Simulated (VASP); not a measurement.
**As (relaxed from the bcc structure, space group Im-3m): computed properties**

These are PBEsol GGA, VASP's PBE PAW potentials (set 64) (plane waves; VASP 6.6.1) values and carry that method's errors.

| Property | Result |
|---|---|
| space group | Im-3m (229) |
| cell | a = 3.3127 Å, b = 3.3127 Å, c = 3.3127 Å, α = 90.00°, β = 90.00°, γ = 90.00° |
| volume per atom | 18.18 Å^3/atom |
| band gap (over mesh and band path) | none (metal, semimetal or under 0.01 eV) |
| density | 6.84 g/cm³ |

```cif
data_As2
_chemical_formula_sum 'As2'
_space_group_name_H-M_alt 'Im-3m'
_space_group_IT_number 229
_space_group_name_Hall '-I 4 2 3'
_cell_length_a 3.31266
_cell_length_b 3.31266
_cell_length_c 3.31266
_cell_angle_alpha 90.000
_cell_angle_beta 90.000
_cell_angle_gamma 90.000
loop_
_atom_site_label
_atom_site_type_symbol
_atom_site_symmetry_multiplicity
_atom_site_Wyckoff_symbol
_atom_site_fract_x
_atom_site_fract_y
_atom_site_fract_z
_atom_site_occupancy
As1 As 2 a 0.00000 0.00000 0.00000 1
```
(The calculation used a cell of 1 atom; values per cell refer to that cell.)

The structure was generated: As was put into the bcc type (Im-3m), which need not be its known phase. It was relaxed first, which changed the volume by -6 %. Symmetry was kept, so distortions that lower it aren't found.
